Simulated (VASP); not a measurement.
Energy against volume of ZnS (zinc blende). Computed with LDA (Ceperley-Alder, Perdew-Zunger), VASP's LDA PAW potentials (set 64) (plane waves; VASP). Numerical set-up: 520 eV cut-off, 9×9×9 Γ-centred mesh, Gaussian smearing of 0.050 eV, potentials Zn S.

| V (Å³/atom) | E (eV/atom) |
|---|---|
| 17.517 | -4.08364 |
| 18.076 | -4.09912 |
| 18.635 | -4.10395 |
| 19.194 | -4.09972 |

Task: Fit these four points and predict the energy of the run at 19.753 Å³/atom.

Result: A cubic in V^(−2/3), the third-order Birch-Murnaghan form, passes through the four points with V0 = 18.64 Å³/atom and B0 = 86 GPa, and gives -4.0878 eV/atom there. The run gave -4.0878 eV/atom, -0.0 meV/atom from the fit; all five points give B0 = 86 GPa.

The compound is ZnS in the zinc blende structure. It was relaxed first, which changed the volume by -6 %.
